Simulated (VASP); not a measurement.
Consider the following.

```xyz
2
Lattice="0.0000 2.9883 2.9883 2.9883 0.0000 2.9883 2.9883 2.9883 0.0000" Properties=species:S:1:pos:R:3 pbc="T T T"
P      2.9883     2.9883     2.9883
La     0.0000     0.0000     0.0000
```

The numbers are results of PBEsol GGA, VASP's PBE PAW potentials (set 64) (plane waves; VASP), not measurements. Run with 400 eV cut-off, 10×10×10 Γ-centred mesh, first-order Methfessel-Paxton smearing of 0.10 eV, potentials P La.

Estimate the energy per atom (σ→0), band gap (on the k-mesh) with the smallest direct gap where there is one.

| Quantity | Result |
|---|---|
| band gap (on the k-mesh) | none (metal, semimetal or under 0.01 eV) |
| energy per atom (σ→0) | -7.113 eV/atom |

The absolute energy has meaning only against runs of the same code, potentials and settings.

The structure comes from a measured LaP entry (Fm-3m) of the Crystallography Open Database, whose conditions weren't checked. It was relaxed first. The start is the result of an earlier pass.
